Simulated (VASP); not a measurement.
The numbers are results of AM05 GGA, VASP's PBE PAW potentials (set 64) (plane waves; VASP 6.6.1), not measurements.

The input files of a VASP run:

File POSCAR:
```
CsPbCl3
1
    5.6431338724    -0.0000000000     0.0000000000
    0.0000000000     5.6431338724     0.0000000000
   -0.0000000000    -0.0000000000     5.6431338724
Cs Pb Cl
1 1 3
Direct
  0.0000000000   0.0000000000   0.0000000000
  0.5000000000   0.5000000000   0.5000000000
  0.5000000000   0.0000000000   0.5000000000
  0.0000000000   0.5000000000   0.5000000000
  0.5000000000   0.5000000000   0.0000000000
```

### KPOINTS
```
Automatic mesh
0
Gamma
4 4 4
0 0 0
```

**INCAR**
```
SYSTEM = CsPbCl3
PREC = Accurate
ENCUT = 520
EDIFF = 1E-6
NELM = 100
ALGO = Normal
LREAL = .FALSE.
LASPH = .TRUE.
ISMEAR = 0
SIGMA = 0.05
GGA = AM
LMAXMIX = 4
LWAVE = .FALSE.
LCHARG = .FALSE.
IBRION = 2
ISIF = 3
NSW = 60
EDIFFG = -0.02
```

POTCAR, in this order: Cs_sv Pb_d Cl (PBE.64 set). Program: vasp_std.

What VASP printed:

**OSZICAR**
```
       N       E                     dE             d eps       ncg     rms          rms(c)
DAV:   1     0.422928277801E+03    0.42293E+03   -0.19563E+04   520   0.154E+03
DAV:   2     0.357443001272E+02   -0.38718E+03   -0.37860E+03   650   0.351E+02
DAV:   3    -0.157500960275E+02   -0.51494E+02   -0.49925E+02   612   0.135E+02
DAV:   4    -0.181397205997E+02   -0.23896E+01   -0.23822E+01   696   0.369E+01
DAV:   5    -0.181894932925E+02   -0.49773E-01   -0.49732E-01   690   0.456E+00    0.519E+00
DAV:   6    -0.174559899859E+02    0.73350E+00   -0.15865E+00   682   0.135E+01    0.334E+00
DAV:   7    -0.174327601424E+02    0.23230E-01   -0.61829E-01   776   0.462E+00    0.166E+00
DAV:   8    -0.174491236977E+02   -0.16364E-01   -0.79199E-02   722   0.242E+00    0.290E-01
DAV:   9    -0.174499406886E+02   -0.81699E-03   -0.18540E-02   742   0.107E+00    0.134E-01
DAV:  10    -0.174508226405E+02   -0.88195E-03   -0.20183E-03   610   0.295E-01    0.486E-02
DAV:  11    -0.174509824965E+02   -0.15986E-03   -0.27241E-04   652   0.124E-01    0.141E-02
DAV:  12    -0.174509919623E+02   -0.94658E-05   -0.42182E-05   668   0.781E-02    0.498E-03
DAV:  13    -0.174509924815E+02   -0.51923E-06   -0.31725E-06   654   0.169E-02
   1 F= -.17450992E+02 E0= -.17450992E+02  d E =-.174510E+02
       N       E                     dE             d eps       ncg     rms          rms(c)
DAV:   1    -0.175395935327E+02   -0.88602E-01   -0.22594E+00   694   0.165E+01    0.162E+00
DAV:   2    -0.174676592486E+02    0.71934E-01   -0.15742E-01   670   0.388E+00    0.533E-01
DAV:   3    -0.174563872592E+02    0.11272E-01   -0.43211E-02   662   0.210E+00    0.257E-01
DAV:   4    -0.174561310203E+02    0.25624E-03   -0.13915E-03   786   0.316E-01    0.137E-01
DAV:   5    -0.174560755962E+02    0.55424E-04   -0.31265E-04   614   0.174E-01    0.379E-02
DAV:   6    -0.174560771900E+02   -0.15938E-05   -0.34854E-05   640   0.504E-02    0.612E-03
DAV:   7    -0.174560782273E+02   -0.10373E-05   -0.51591E-06   562   0.209E-02    0.222E-03
DAV:   8    -0.174560784770E+02   -0.24968E-06   -0.45921E-07   344   0.668E-03
   2 F= -.17456078E+02 E0= -.17456078E+02  d E =-.508600E-02
       N       E                     dE             d eps       ncg     rms          rms(c)
DAV:   1    -0.174637084184E+02   -0.76302E-02   -0.19681E-01   692   0.480E+00    0.481E-01
DAV:   2    -0.174573864015E+02    0.63220E-02   -0.13851E-02   668   0.116E+00    0.158E-01
DAV:   3    -0.174564088160E+02    0.97759E-03   -0.37631E-03   666   0.619E-01    0.760E-02
DAV:   4    -0.174563813410E+02    0.27475E-04   -0.12297E-04   770   0.948E-02    0.388E-02
DAV:   5    -0.174563740025E+02    0.73385E-05   -0.27115E-05   606   0.505E-02    0.112E-02
DAV:   6    -0.174563732768E+02    0.72569E-06   -0.27925E-06   526   0.146E-02
   3 F= -.17456373E+02 E0= -.17456373E+02  d E =-.538080E-02
```

File OUTCAR:
```
------------------------ aborting loop because EDIFF is reached ----------------------------------------
  FORCE on cell =-STRESS in cart. coord.  units (eV):
  Direction    XX          YY          ZZ          XY          YZ          ZX
  --------------------------------------------------------------------------------------
  Total        0.0085275      0.0085275      0.0085275      0.0000000     -0.0000000      0.0000000
  in kB        0.0745231      0.0745231      0.0745231      0.0000000     -0.0000000      0.0000000
  external PRESSURE =       0.0745231 kB  Pullay stress =       0.0000000 kB
  volume of cell :      183.33
      direct lattice vectors                 reciprocal lattice vectors
     5.680847989  0.000000000  0.000000000     0.176030058  0.000000000 -0.000000000
     0.000000000  5.680847989  0.000000000     0.000000000  0.176030058  0.000000000
     0.000000000 -0.000000000  5.680847989     0.000000000 -0.000000000  0.176030058
 POSITION                                       TOTAL-FORCE (eV/Angst)
 -----------------------------------------------------------------------------------
      0.00000      0.00000      0.00000        -0.000000      0.000000      0.000000
      2.84042      2.84042      2.84042         0.000000     -0.000000      0.000000
      2.84042     -0.00000      2.84042        -0.000000      0.000000      0.000000
      0.00000      2.84042      2.84042        -0.000000      0.000000      0.000000
      2.84042      2.84042      0.00000        -0.000000      0.000000      0.000000
 -----------------------------------------------------------------------------------
    total drift:                                0.000000     -0.000000     -0.000000
  FREE ENERGIE OF THE ION-ELECTRON SYSTEM (eV)
  ---------------------------------------------------
  free  energy   TOTEN  =       -17.4563732768 eV

  energy  without entropy=      -17.4563732768  energy(sigma->0) =      -17.45637328

 reached required accuracy - stopping structural energy minimisation
```
(Selected blocks of OUTCAR.)

CONTCAR:
```
CsPbCl3
   1.00000000000000
     5.6808479887901733    0.0000000000000000    0.0000000000000000
     0.0000000000000000    5.6808479887901733    0.0000000000000000
     0.0000000000000000   -0.0000000000000000    5.6808479887901733
  Cs              Pb              Cl
     1     1     3
Direct
     0.0000000000000000    0.0000000000000000    0.0000000000000000
     0.5000000000000000    0.5000000000000000    0.5000000000000000
     0.5000000000000000    0.0000000000000000    0.5000000000000000
     0.0000000000000000    0.5000000000000000    0.5000000000000000
     0.5000000000000000    0.5000000000000000    0.0000000000000000
```

Energy and stress use the plane-wave basis of the starting cell.

The compound is CsPbCl3 in the cubic perovskite structure, the ideal cubic form; the compound distorts at low or room temperature. This run relaxes it. Symmetry was kept, so distortions that lower it aren't found. The start is the result of an earlier pass.
